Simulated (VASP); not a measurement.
Method: PBE GGA with D3 dispersion (zero damping), VASP's PBE PAW potentials (set 64) (plane waves; VASP 6.6.1).

VASP input:

KPOINTS:
```
kpoints
0
Gamma
 7 7 4
```

INCAR:
```
! general
SYSTEM  =  AlN
PREC    =  Accurate
ENCUT   =  520   ! plane-wave cut-off (eV)
LREAL   =  .FALSE.
LASPH   =  .TRUE.

! electronic loop
EDIFF   =  1E-6
NELM    =  100   ! most electronic steps
ALGO    =  Normal

! smearing
ISMEAR  =  0
SIGMA   =  0.05   ! width (eV)

! functional
GGA     =  PE   ! PBE
IVDW    =  11   ! D3, zero damping

! ions
IBRION  =  2
NSW     =  60
ISIF    =  3   ! ions, shape and volume
EDIFFG  =  -0.02   ! ionic stop

! output
LWAVE   =  .FALSE.
LCHARG  =  .FALSE.
```

File POSCAR:
```
AlN
1
    1.5576545083    -2.6979367431     0.0000000000
    1.5576545083     2.6979367431     0.0000000000
    0.0000000000     0.0000000000     4.9899128774
Al N
2 2
Direct
  0.6666670000   0.3333330000   0.5001070540
  0.3333330000   0.6666670000   0.0001070540
  0.6666670000   0.3333330000   0.8818929460
  0.3333330000   0.6666670000   0.3818929460
```

POTCAR, in this order: Al N (PBE.64 set). Program: vasp_std.

Output of the run:

### OUTCAR
```
 ion  position               nearest neighbor table
   1  0.667  0.333  0.500-   4 1.89   4 1.89   4 1.89   3 1.91   2 3.08   2 3.08   2 3.08   2 3.08
                             2 3.08   2 3.08
   2  0.333  0.667  0.000-   3 1.89   3 1.89   3 1.89   4 1.91   1 3.08   1 3.08   1 3.08   1 3.08
                             1 3.08   1 3.08
   3  0.667  0.333  0.882-   2 1.89   2 1.89   2 1.89   1 1.91
   4  0.333  0.667  0.382-   1 1.89   1 1.89   1 1.89   2 1.91
  LATTYP: Found a hexagonal cell.
 ALAT       =     3.1153090115
 C/A-ratio  =     1.6017393007
 Subroutine PRICEL returns:
 Original cell was already a primitive cell.
 Subroutine GETGRP returns: Found 12 space group operations
The static configuration has the point symmetry C_3v.
 The point group associated with its full space group is C_6v.
The dynamic configuration has the point symmetry C_3v.
 Subroutine INISYM returns: Found 12 space group operations
 Subroutine IBZKPT returns following result:
 Found     24 irreducible k-points:

 Following reciprocal coordinates:
            Coordinates               Weight
  0.000000  0.000000  0.000000      1.000000
  0.142857 -0.000000  0.000000      6.000000
  0.285714  0.000000  0.000000      6.000000
...
```

### OSZICAR
```
       N       E                     dE             d eps       ncg     rms          rms(c)
DAV:   1     0.512909586306E+02    0.51291E+02   -0.77273E+03   584   0.120E+03
DAV:   2    -0.306567945035E+02   -0.81948E+02   -0.74185E+02   836   0.226E+02
DAV:   3    -0.344745195672E+02   -0.38177E+01   -0.38026E+01   752   0.530E+01
DAV:   4    -0.345074316807E+02   -0.32912E-01   -0.32905E-01   664   0.562E+00
DAV:   5    -0.345079077178E+02   -0.47604E-03   -0.47602E-03   736   0.691E-01    0.122E+01
DAV:   6    -0.297725364226E+02    0.47354E+01   -0.16983E+01   692   0.315E+01    0.425E+00
DAV:   7    -0.297859616634E+02   -0.13425E-01   -0.62641E-01   628   0.634E+00    0.289E+00
DAV:   8    -0.297789712350E+02    0.69904E-02   -0.74652E-02   640   0.289E+00    0.472E-01
DAV:   9    -0.297744940682E+02    0.44772E-02   -0.19332E-02   732   0.104E+00    0.239E-01
DAV:  10    -0.297750458416E+02   -0.55177E-03   -0.22057E-03   660   0.361E-01    0.127E-01
DAV:  11    -0.297749788792E+02    0.66962E-04   -0.20365E-04   692   0.115E-01    0.316E-02
DAV:  12    -0.297749807779E+02   -0.18987E-05   -0.80085E-06   608   0.292E-02    0.885E-03
DAV:  13    -0.297749805007E+02    0.27719E-06   -0.54283E-06   708   0.174E-02
   1 F= -.30421269E+02 E0= -.30421269E+02  d E =-.304213E+02
```

OUTCAR:
```
------------------------ aborting loop because EDIFF is reached ----------------------------------------
 Edisp (eV)   -0.64629
  FORCE on cell =-STRESS in cart. coord.  units (eV):
  Direction    XX          YY          ZZ          XY          YZ          ZX
  --------------------------------------------------------------------------------------
  Total      -0.02280    -0.02280     0.04351     0.00000    -0.00000     0.00000
  in kB      -0.87105    -0.87105     1.66235     0.00000    -0.00000     0.00000
  external pressure =       -0.03 kB  Pullay stress =        0.00 kB
  volume of cell :       41.94
      direct lattice vectors                 reciprocal lattice vectors
     1.557654508 -2.697936743  0.000000000     0.320995444 -0.185326806  0.000000000
     1.557654508  2.697936743  0.000000000     0.320995444  0.185326806  0.000000000
     0.000000000  0.000000000  4.989912877     0.000000000  0.000000000  0.200404301
  FREE ENERGIE OF THE ION-ELECTRON SYSTEM (eV)
  ---------------------------------------------------
  free  energy   TOTEN  =       -30.4212687796 eV

  energy  without entropy=      -30.4212687796  energy(sigma->0) =      -30.42126878

 reached required accuracy - stopping structural energy minimisation
```
(Selected blocks of OUTCAR.)

**OUTCAR**
```
 val. band max:        6.1154395777   @ k =   0.0000   0.0000   0.0000

 cond. band min:      10.2859139445   @ k =   0.0000   0.0000   0.0000


 Fermi energy:         6.3172349116

 k-point     1 :       0.0000    0.0000    0.0000
  band No.  band energies     occupation
      1      -9.0491      2.00000
      2      -6.9166      2.00000
      3       0.1393      2.00000
      4       5.2517      2.00000
      5       5.2517      2.00000
      6       5.9002      2.00000
      7       5.9002      2.00000
      8       6.1154      2.00000
      9      10.2859      0.00000
     10      12.7417      0.00000
     11      16.6945      0.00000
     12      17.2378      0.00000

 k-point     2 :       0.1429   -0.0000    0.0000
  band No.  band energies     occupation
      1      -8.7936      2.00000
      2      -6.7760      2.00000
      3       0.4454      2.00000
      4       4.1585      2.00000
      5       4.8830      2.00000
      6       4.9487      2.00000
      7       5.8459      2.00000
      8       5.9933      2.00000
      9      11.3074      0.00000
     10      13.6302      0.00000
     11      15.6299      0.00000
     12      16.0108      0.00000

 k-point     3 :       0.2857    0.0000    0.0000
  band No.  band energies     occupation
      1      -8.1008      2.00000
      2      -6.4757      2.00000
      3       1.3098      2.00000
      4       2.1957      2.00000
      5       3.2642      2.00000
      6       4.4222      2.00000
      7       5.5147      2.00000
      8       5.6375      2.00000
      9      12.3900      0.00000
     10      13.3300      0.00000
     11      14.0149      0.00000
     12      16.3317      0.00000

 k-point     4 :       0.4286    0.0000    0.0000
  band No.  band energies     occupation
      1      -7.2787      2.00000
      2      -6.3682      2.00000
      3       0.8617      2.00000
      4       2.1159      2.00000
      5       2.4826      2.00000
      6       4.0766      2.00000
...
```

The compound is AlN in the wurtzite structure. It was relaxed first. The start is the result of an earlier pass.
